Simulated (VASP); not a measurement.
```xyz
2
Lattice="3.2268 0.0000 0.0000 0.0000 3.2268 0.0000 0.0000 0.0000 3.2268" Properties=species:S:1:pos:R:3 pbc="T T T"
Rh     0.0000     0.0000     0.0000
Zr     1.6134     1.6134     1.6134
```

Computed with LDA (Ceperley-Alder, Perdew-Zunger), VASP's LDA PAW potentials (set 64) (plane waves; VASP). Settings: 400 eV cut-off, Gaussian smearing of 0.050 eV, potentials Rh_pv Zr_sv.

Question: Give the energies of bands 8 to 16 at the high-symmetry points, in eV from the Fermi level.

Answer: 
```csv
band,Γ,X,M,R
8,-7.19,-4.08,-5.48,-3.44
9,-5.38,-3.92,-5.19,-3.44
10,-5.38,-3.65,-3.84,-3.44
11,-2.53,-2.60,-3.84,-2.38
12,-2.53,-2.60,-1.09,-2.38
13,-2.53,-1.96,-0.32,-2.38
14,1.09,-1.43,1.30,-1.03
15,1.09,0.24,1.30,-1.03
16,4.41,0.75,1.78,5.01
```

It has no gap at this level: it comes out as a metal or semimetal.

The structure comes from a measured ZrRh entry (Pm-3m) of the Crystallography Open Database, whose conditions weren't checked. It was relaxed first. The electron count is odd and the run is not spin-polarised, which forces a metal.
